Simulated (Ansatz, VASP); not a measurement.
# Cross-check of Ge (Ge(110)) between VASP and Ansatz, part 2 of 2

Wanted: the spread between two codes on one cell, functional and k mesh.  Valence electrons are named where the data sets of a main pair hold unlike numbers.

VASP 6.6.1 and Ansatz 0.2.0.

So far: The starting structure; VASP: band structure, PBE.

## 3. Ansatz: band structure, PBE

Level of this step: Ansatz beside VASP: Kohn-Sham DFT, plane waves, PBE (Ansatz).

Ansatz runs on its default PAW (the set named soft_2) files.

The same cell, functional, mesh and smearing now go to Ansatz, which takes its cutoff from its data sets.

input.yaml

```yaml
crystal:
  lattice:
    - [4.216229333, 0.0, 0.0]
    - [0.0, 5.9626487047, 0.0]
    - [0.0, 0.0, 32.1604852768]
  atoms:
    - { symbol: Ge, position: [0.75, 0.3925401888, 0.7466269892] }
    - { symbol: Ge, position: [0.25, 0.6074598112, 0.7466269892] }
    - { symbol: Ge, position: [0.25, 0.8822692302, 0.6885354716] }
    - { symbol: Ge, position: [0.75, 0.1177307698, 0.6885354716] }
    - { symbol: Ge, position: [0.75, 0.3791443428, 0.6263051184] }
    - { symbol: Ge, position: [0.25, 0.6208556572, 0.6263051184] }
    - { symbol: Ge, position: [0.25, 0.8776658311, 0.5629562552] }
    - { symbol: Ge, position: [0.75, 0.1223341689, 0.5629562552] }
    - { symbol: Ge, position: [0.75, 0.3786345883, 0.5] }
    - { symbol: Ge, position: [0.25, 0.6213654117, 0.5] }
    - { symbol: Ge, position: [0.25, 0.8776658311, 0.4370437448] }
    - { symbol: Ge, position: [0.75, 0.1223341689, 0.4370437448] }
    - { symbol: Ge, position: [0.75, 0.3791443428, 0.3736948816] }
    - { symbol: Ge, position: [0.25, 0.6208556572, 0.3736948816] }
    - { symbol: Ge, position: [0.25, 0.8822692302, 0.3114645284] }
    - { symbol: Ge, position: [0.75, 0.1177307698, 0.3114645284] }
    - { symbol: Ge, position: [0.75, 0.3925401888, 0.2533730108] }
    - { symbol: Ge, position: [0.25, 0.6074598112, 0.2533730108] }
hamiltonian:
  xc: pbe
  pseudopotentials: { kind: paw }
kpoints:
  mp_grid: { grid: [6, 4, 1] }
  band_path:
    path:
      - [0.0, 0.0, 0.0]
      - [0.07692, 0.0, 0.0]
      - [0.15385, 0.0, 0.0]
      - [0.26923, 0.0, 0.0]
      - [0.34615, 0.0, 0.0]
      - [0.42308, 0.0, 0.0]
      - [0.5, 0.0, 0.0]
      - [0.5, 0.07692, 0.0]
      - [0.5, 0.19231, 0.0]
      - [0.5, 0.26923, 0.0]
      - [0.5, 0.34615, 0.0]
      - [0.5, 0.46154, 0.0]
      - [0.5, 0.5, 0.0]
      - [0.42308, 0.5, 0.0]
      - [0.30769, 0.5, 0.0]
      - [0.23077, 0.5, 0.0]
      - [0.11538, 0.5, 0.0]
      - [0.03846, 0.5, 0.0]
      - [0.0, 0.5, 0.0]
      - [0.0, 0.38462, 0.0]
      - [0.0, 0.30769, 0.0]
      - [0.0, 0.23077, 0.0]
      - [0.0, 0.11538, 0.0]
      - [0.0, 0.03846, 0.0]
      - [0.03846, 0.03846, 0.0]
      - [0.11538, 0.11538, 0.0]
      - [0.19231, 0.19231, 0.0]
      - [0.30769, 0.30769, 0.0]
      - [0.38462, 0.38462, 0.0]
      - [0.5, 0.5, 0.0]
    npoints: 1
scf:
  occupations: { method: gaussian, width: 0.03 }
  n_extra_bands: 15
efield:
  axis: 3
  dipole_correction: true
  ramp_width: 0.04
output:
  forces: true
  eigenvalues: true
```

Started as:

```
ansatz run input.yaml --threads 4 --pin off --max-ram 18432MiB --backend cpu --events-out ev --progress --plain --runs-dir out
```

Numbers of over 12 decimals in the logs are rounded to 6 here.

What it wrote:

```text
scf.n_extra_bands = 15 over 126 filled bands (N_el = 252.0): the run solves 141 bands
Engine: ansatz 0.2.0, aarch64-unknown-linux-gnu
Pseudopotentials: kind: paw
Pseudopotential: Ge, paw, valence charge 14, recommended cutoff 420 eV (normal), Ge.paw.azcp
Functional definition: PBE
  parameter kappa = 0.804
  parameter beta = 0.066725
  exchange = pbe_x(kappa = kappa, mu = beta*pi^2/3)
  correlation = pbe_c(beta = beta)
Crystal: 18 atoms, lattice volume = 808.511 Å³
Basis set: ecut = 420 eV, 15735 PW (Γ), exchange–correlation on 60×80×432 points (8 copies of the dense FFT grid, shifted against one another)
Bands: 141, of which v1, the nominal top of the filled ones, is band 126 counted from 1 (125 counted from 0)
Symmetry: 4 space group operations
k-points: 12 of 24
Non-local potential: Ge, projectors of the file, l = 0: 2, l = 1: 2, l = 2: 3, l = 3: 1
PAW form: soft (Blöchl's): semilocal exchange-correlation on the pseudo side does not see the compensation charge
PAW one-centre angular grid: Ge, 590 points (default); XC on 64 Gauss nodes
Initial density: superposition of atomic densities (neutral atoms: chi_scale 0, normalization atom), corrected by the library's trained network
Initial wavefunctions: pseudopotential atomic-orbital guess
Functional: x = pbe(κ = 0.804, μ = 0.219515), c = pbe(β = 0.066725)
SCF iter   1: F=—  HF=-77305.762150 eV  |F-HF|=—  |Δ(HF+E_count)|=         —  Δρ=2.10e-3  dr2=5.51e-2  ethr=1.77e-3  p=0.000 e·Å  D=1.28e-13 V/Å  ΔV_dip=-0.00 eV  dr2_dipole=4.86e-6  V_vac-E_F(+/−)=4.48/4.48 eV  ⟨swp⟩=6.2  Hψ=5940  notcnv=0  defer=23
efield: sawtooth ramp at fractional position 0.9800 (placed from the atoms, in the widest stretch of the axis that holds none; the zero of the levels goes with the place), width 0.0400; the density the first Hamiltonian is built on has a dipole p = 0.000 e·Å; the dipole correction subtracts the counter field D = 1.28e-13 V/Å, which shifts the + side's vacuum level by -0.00 eV against the − side's; the planar-averaged density in the ramp window peaks in size at 4.5e-5 e/Å³
preconditioner: auto → LDOS  [insulator: Δε(μ)=0.038 eV  Ē_g=20.940 eV  σ=0.030 eV  W_gap=0.52  n_scr=164 (ndim 8)  ℏωp=20.7 eV  f_vac=0.435  D(μ)=13.23/eV (n_scr^D=60)  ε∞_Penn≈2.0  β→1.0]
SCF iter   2: F=—  HF=-77305.753334 eV  |F-HF|=—  |Δ(HF+E_count)|=   8.82e-3  Δρ=8.68e-4  dr2=1.81e-2  ethr=2.19e-5  p=-0.000 e·Å  D=-7.20e-6 V/Å  ΔV_dip=0.00 eV  dr2_dipole=4.12e-6  V_vac-E_F(+/−)=4.55/4.55 eV  ⟨swp⟩=2.0  Hψ=2926  notcnv=0  defer=93
SCF iter   3: F=—  HF=-77305.751832 eV  |F-HF|=—  |Δ(HF+E_count)|=   1.50e-3  Δρ=3.61e-4  dr2=3.66e-3  ethr=7.17e-6  p=-0.000 e·Å  D=-2.44e-6 V/Å  ΔV_dip=0.00 eV  dr2_dipole=3.13e-7  V_vac-E_F(+/−)=4.57/4.57 eV  ⟨swp⟩=2.2  Hψ=2497  notcnv=0  defer=93
SCF iter   4: F=—  HF=-77305.751558 eV  |F-HF|=—  |Δ(HF+E_count)|=   2.74e-4  Δρ=1.83e-4  dr2=1.38e-3  ethr=1.45e-6  p=-0.000 e·Å  D=-6.23e-7 V/Å  ΔV_dip=0.00 eV  dr2_dipole=1.46e-8  V_vac-E_F(+/−)=4.58/4.58 eV  ⟨swp⟩=2.8  Hψ=3214  notcnv=0  defer=93
SCF iter   5: F=—  HF=-77305.751382 eV  |F-HF|=—  |Δ(HF+E_count)|=   1.76e-4  Δρ=6.66e-5  dr2=4.20e-4  ethr=5.48e-7  p=-0.000 e·Å  D=-4.40e-8 V/Å  ΔV_dip=0.00 eV  dr2_dipole=9.33e-12  V_vac-E_F(+/−)=4.59/4.59 eV  ⟨swp⟩=2.9  Hψ=3132  notcnv=0  defer=93
SCF iter   6: F=—  HF=-77305.751347 eV  |F-HF|=—  |Δ(HF+E_count)|=   3.48e-5  Δρ=3.05e-5  dr2=5.07e-5  ethr=1.67e-7  p=0.000 e·Å  D=4.66e-7 V/Å  ΔV_dip=-0.00 eV  dr2_dipole=1.11e-8  V_vac-E_F(+/−)=4.60/4.60 eV  ⟨swp⟩=2.0  Hψ=1850  notcnv=0  defer=93
SCF iter   7: F=—  HF=-77305.751154 eV  |F-HF|=—  |Δ(HF+E_count)|=   1.94e-4  Δρ=1.87e-5  dr2=7.17e-6  ethr=2.01e-8  p=0.000 e·Å  D=3.15e-7 V/Å  ΔV_dip=-0.00 eV  dr2_dipole=3.32e-9  V_vac-E_F(+/−)=4.60/4.60 eV  ⟨swp⟩=3.0  Hψ=3109  notcnv=0  defer=93
SCF iter   8: F=—  HF=-77305.751155 eV  |F-HF|=—  |Δ(HF+E_count)|=   8.42e-7  Δρ=6.21e-6  dr2=1.02e-6  ethr=2.84e-9  p=0.000 e·Å  D=1.41e-7 V/Å  ΔV_dip=-0.00 eV  dr2_dipole=3.14e-10  V_vac-E_F(+/−)=4.60/4.60 eV  ⟨swp⟩=2.0  Hψ=3050  notcnv=0  defer=93
SCF iter   9: F=—  HF=-77305.751155 eV  |F-HF|=—  |Δ(HF+E_count)|=   3.66e-7  Δρ=2.65e-6  dr2=1.58e-7  ethr=4.04e-10  p=0.000 e·Å  D=5.25e-8 V/Å  ΔV_dip=-0.00 eV  dr2_dipole=1.95e-11  V_vac-E_F(+/−)=4.60/4.60 eV  ⟨swp⟩=2.3  Hψ=2421  notcnv=0  defer=93
SCF iter  10: F=-77305.751155 eV  HF=-77305.751155 eV  |F-HF|=8.80e-9  |Δ(HF+E_count)|=   6.68e-8  Δρ=1.05e-6  dr2=2.99e-8  ethr=3.97e-11  p=0.000 e·Å  D=1.93e-8 V/Å  ΔV_dip=-0.00 eV  dr2_dipole=9.27e-13  V_vac-E_F(+/−)=4.60/4.60 eV  ⟨swp⟩=10.3  Hψ=6378  notcnv=0
SCF 1 converged in 10 iterations: F = -77305.751155 eV  dr2 = 2.99e-8
  greatest PAW one-centre occupation: 0.998 electrons in one spin orbital (limit 2), on the Ge atom at site 17 (counted from 0), in its partial waves of l = 2
NSCF: frozen V_eff on 30 k-points
efield: sawtooth ramp at fractional position 0.9800 (kept from the solve that this one continues, or follows in the run), width 0.0400; the density the first Hamiltonian is built on has a dipole p = 0.000 e·Å; the dipole correction subtracts the counter field D = 1.93e-8 V/Å, which shifts the + side's vacuum level by -0.00 eV against the − side's; the planar-averaged density in the ramp window peaks in size at 2.0e-5 e/Å³
SCF converged after 10 iterations
Free energy (F): -77305.751155 eV
Harris-Foulkes:  -77305.751155 eV  (|F-HF|=8.80e-9)
Internal energy: -77305.745286 eV  (E = F + TS)
E sigma→0 (E₀):  -77305.748220 eV
Entropy (-TS):   -0.005869 eV (-0.326 meV/atom)
Fermi energy:    2.003947 eV
Dipole field:    D = -0.000001 V/Å  (p = -0.000003 e·Å, saw-weighted, corrected)
Work function:   Φ+ = 4.6042 eV   Φ− = 4.6042 eV
Levels:          The Fermi level and band energies are counted from a zero that moves with the ramp; work functions are not
--- Per-component energies (eV) ---
  E_band       = -4285.259861
  E_kinetic    = 1980.339204
  E_local      = -285504.572113  (includes V_loc(G=0)·N_el)
  E_nonlocal   = 7512.091423
  E_hartree    = 139234.558886
  E_xc         = -1347.510126
  E_vxc        = -1144.819060  (∫ρ·V_xc dr)
  E_paw        = -36338.274820  (= ΣΔE_a)
  E_vpaw       = -5597.425399  (= ΣTr[D̂ρ^β])
  E_aug_tail   = 0.005262  (compensation charges beyond the density's cutoff)
  E_efield     = 0.000000  (sawtooth field / dipole correction)
  E_vefield    = 0.000000  (∫n·V_field dr)
  E_ewald      = 97157.616997
  E_smearing   = -0.005869  (= −TS)
  E_closure    = -0.000000  (closes the sum)
  Σ components = -77305.751155   (vs F -77305.751155, Δ=0.00e0)
--- Forces (eV/Å), atoms counted from 1 ---
  atom   1  Ge     0.00000000     0.00928160    -0.03849496
  atom   2  Ge     0.00000000    -0.00928160    -0.03849496
  atom   3  Ge     0.00000000     0.00355141    -0.01344770
  atom   4  Ge     0.00000000    -0.00355141    -0.01344770
  atom   5  Ge     0.00000000    -0.01337028    -0.01365375
  atom   6  Ge     0.00000000     0.01337028    -0.01365375
  atom   7  Ge     0.00000000    -0.01161943    -0.01068739
  atom   8  Ge     0.00000000     0.01161943    -0.01068739
  atom   9  Ge     0.00000000    -0.01469713    -0.00000004
  atom  10  Ge     0.00000000     0.01469713    -0.00000004
  atom  11  Ge     0.00000000    -0.01161967     0.01068738
  atom  12  Ge     0.00000000     0.01161967     0.01068738
  atom  13  Ge     0.00000000    -0.01337039     0.01365374
  atom  14  Ge     0.00000000     0.01337039     0.01365374
  atom  15  Ge     0.00000000     0.00355133     0.01344775
  atom  16  Ge     0.00000000    -0.00355133     0.01344775
  atom  17  Ge     0.00000000     0.00928172     0.03849499
  atom  18  Ge     0.00000000    -0.00928172     0.03849499
  max |Σ_I F_I| component: 9.50e-8 eV/Å
--- Band table (eV; the first three rows and the last of 12) ---
  k-point 0: bands = [... 122 lower, 1.3576, 1.6103, 1.8007, 2.1460, 2.2201, 2.5812, 2.6666, 2.7729, ... 11 higher]
  k-point 1: bands = [... 122 lower, 1.1254, 1.1259, 1.5583, 1.6619, 2.1338, 2.2606, 2.6421, 2.7051, ... 11 higher]
  k-point 2: bands = [... 122 lower, 0.6203, 0.6348, 1.1699, 1.4281, 1.5348, 1.8891, 2.3920, 2.5156, ... 11 higher]
  k-point 11: bands = [... 122 lower, 0.5564, 0.5564, 1.5043, 1.5043, 2.0869, 2.0869, 3.1904, 3.1904, ... 11 higher]
```

The job ended after 2 min (4 threads of Arm Neoverse V1, shared host; peak memory 3.6 GiB).

## 4. Comparison

Known differences besides the potentials themselves: the data sets hold 252 valence electrons in Ansatz (on its default PAW (the set named soft_2) files) and 72 in VASP; the cutoff is 420 eV in Ansatz and 320 eV in VASP (PREC = Normal, projectors in real space); VASP leaves aspherical gradient terms in its spheres out (LASPH is not set), Ansatz keeps them. Total energies have different zeros and are not compared.

Compared:

| quantity | Ansatz | VASP | difference |
| --- | --- | --- | --- |
| work function, lower of the two faces (eV) | 4.60 | 4.60 | 0.00 |
| work function, higher of the two faces (eV) | 4.60 | 4.60 | 0.00 |

At this near-relaxed geometry the largest component of a force difference is 42 meV/Å. Levels from 3 eV below to 2 eV above the Fermi level differ by 5 meV r.m.s. and 23 meV at most; each VASP level is matched to the nearest of Ansatz, which flatters the figure a little. VASP's log warns that it found no field-free region in the vacuum, so its work functions are uncertain. With vacuum in the cell, a pressure given here is an average over mostly empty space and none of the material.

## 5. What the set-up changes

Further runs change the set-up of one program: Ansatz's method, potentials or start, or VASP's data sets, cutoff or form of LDA. The table gives Ansatz less VASP for each quantity, since a change that brings one quantity closer may part another.

| run | r.m.s. force difference (meV/Å) | work function, lower of the two faces (eV) | work function, higher of the two faces (eV) |
| --- | --- | --- | --- |
| as above | 14 | 0.0021 | 0.0022 |
| Ansatz's larger PAW set (cutoff 560 eV) | 14 | 0.0016 | 0.0016 |
| norm-conserving potentials (cutoff 1061 eV) | 14 | 0.0021 | 0.0021 |

## 6. Outcome

```yaml
r_m_s_force_difference_band_structure_pbe: 14 meV/Å
```

In words: The r.m.s. force difference is 14 meV/Å (band structure, PBE), beyond the 12 meV/Å picked in this series as the mark of a large difference. The data sets hold unlike numbers of valence electrons (252 in Ansatz and 72 in VASP), so part of the differences comes from the potentials. Band structure, PBE, Ansatz's larger PAW set (cutoff 560 eV): the difference in work function, higher of the two faces goes from 0.0022 to 0.0016 eV. Such differences can come from data sets, numerical settings and the points named under the comparisons, not from the functional's error against experiment.

[Lines on the potential files, build, host, timing and source positions are cut from VASP's logs without a mark.]

[Logs are printed without paths, hosts, clocks, repeated set-up lines and the standing remarks that a program may print on its own settings, such as how far it seeks lower states.]

[Hosts, paths, dates, database ids (printed as entryN), source tags and the programs' standing remarks are cut or masked in the printed files.]
